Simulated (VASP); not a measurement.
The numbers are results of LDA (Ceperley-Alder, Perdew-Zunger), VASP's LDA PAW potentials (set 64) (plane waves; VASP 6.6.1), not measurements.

Input for VASP

**POSCAR**
```
SnO
1
    3.7912600000     0.0000000000     0.0000000000
    0.0000000000     3.7912600000     0.0000000000
    0.0000000000     0.0000000000     4.8288680000
Sn O
2 2
Direct
  0.5000000000   0.0000000000   0.7620000000
  0.0000000000   0.5000000000   0.2380000000
  0.5000000000   0.5000000000   0.0000000000
  0.0000000000   0.0000000000   0.0000000000
```

**INCAR**
```
SYSTEM = SnO
PREC = Accurate
ENCUT = 400
EDIFF = 1E-6
NELM = 100
ALGO = Normal
LREAL = .FALSE.
LASPH = .TRUE.
ISMEAR = -1
SIGMA = 0.02
LMAXMIX = 4
LWAVE = .FALSE.
LCHARG = .FALSE.
ISIF = 2
```

KPOINTS:
```
Automatic
0
Gamma
 7 7 6
0 0 0
```

POTCAR, in this order: Sn_d O (LDA.64 set). Program: vasp_std.

At this cut-off the stress carries a Pulay error, which pulls relaxed volumes low.

### Question
Predict the energy per atom (σ→0), pressure.

### Answer

| Item | Result |
|---|---|
| energy per atom (σ→0) | -6.439 eV/atom |
| pressure | -4.44 GPa |

File OSZICAR:
```
...
DAV:   8    -0.257818873159E+02    0.27727E-01   -0.62189E-01  2968   0.567E+00    0.106E+00
DAV:   9    -0.257539472164E+02    0.27940E-01   -0.18528E-01  2968   0.421E+00    0.235E-01
DAV:  10    -0.257556865384E+02   -0.17393E-02   -0.18646E-02  2760   0.118E+00    0.188E-01
DAV:  11    -0.257547938931E+02    0.89265E-03   -0.49418E-03  2984   0.693E-01    0.256E-02
DAV:  12    -0.257548528148E+02   -0.58922E-04   -0.60996E-04  2088   0.151E-01    0.341E-02
DAV:  13    -0.257548449240E+02    0.78909E-05   -0.65283E-05  2920   0.100E-01    0.584E-03
DAV:  14    -0.257548451050E+02   -0.18105E-06   -0.54705E-06  2464   0.250E-02
   1 F= -.25754845E+02 E0= -.25754843E+02  d E =-.417371E-05
```

The structure is a typed SnO crystal (P4/nmm). The cell was not relaxed at this level. The run is one of a series of settings (GGA removed, POTCAR Sn_d O (LDA.64 set) against the base run), some of them coarse on purpose.
